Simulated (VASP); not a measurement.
Here is the system:

```
CELL_PARAMETERS angstrom
     -1.59298     1.59298     1.59298
      1.59298    -1.59298     1.59298
      1.59298     1.59298    -1.59298
ATOMIC_POSITIONS crystal
  W  0.00000 0.00000 0.00000
```

These are optB88-vdW, VASP's PBE PAW potentials (set 64) (plane waves; VASP) values and carry that method's errors. Numerical set-up: 520 eV cut-off, Gaussian smearing of 0.050 eV, potentials W_sv.

Unless said otherwise, spin-orbit coupling is left out, though it shifts the bands of the heavy elements here.

Problem. What does the run give for the band gap (along the path) with the smallest direct gap where there is one?

Solution. 
```yaml
band gap (along the path): none (metal, semimetal or under 0.01 eV)
```

The absolute energy has meaning only against runs of the same code, potentials and settings.

The compound is W in the bcc structure. It was relaxed first.
